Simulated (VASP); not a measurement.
A run of VASP 6.6.1:

File INCAR:

```
ALGO = Normal ; EDIFF = 1E-7
EDIFFG = -0.005 ; ENCUT = 600
GGA = PS ; IBRION = 2
ISIF = 3 ; ISMEAR = 0
KPAR = 4 ; LASPH = T
LCHARG = F ; LREAL = F
LWAVE = F ; NELM = 80
NSW = 90 ; PREC = Accurate
SIGMA = 0.03
```

Contents of KPOINTS:

```
k-points
0
Gamma
  14 14 14
```

File POSCAR:

```
C                                       
1.0
    0.0000000000      1.7774542777      1.7774542777
    1.7774542777     -0.0000000000      1.7774542777
    1.7774542777      1.7774542777      0.0000000000
  C             
     2
Direct
     0.0000000000000000    0.0000000000000000    0.0000000000000000
     0.2500000000000000    0.2500000000000000    0.2500000000000000
```

Potentials or basis: VASP PAW PBE potentials, release 64 (C).

Launch:

```bash
$ cat potpaw_PBE.64/C/POTCAR > POTCAR
$ mpirun -np 4 vasp_std > vasp.out
```

Hardware: 4 MPI ranks on Intel(R) Xeon(R) Platinum 8488C (Sapphire Rapids) (shared host).

Question: Estimate the wall time of this run.

Answer: Run time: 2.8 s on 4 MPI ranks on Intel(R) Xeon(R) Platinum 8488C (Sapphire Rapids), on a shared host, peak memory 0.11 GiB a rank. Counts: scf iterations 12, k points 104, ion steps 1.
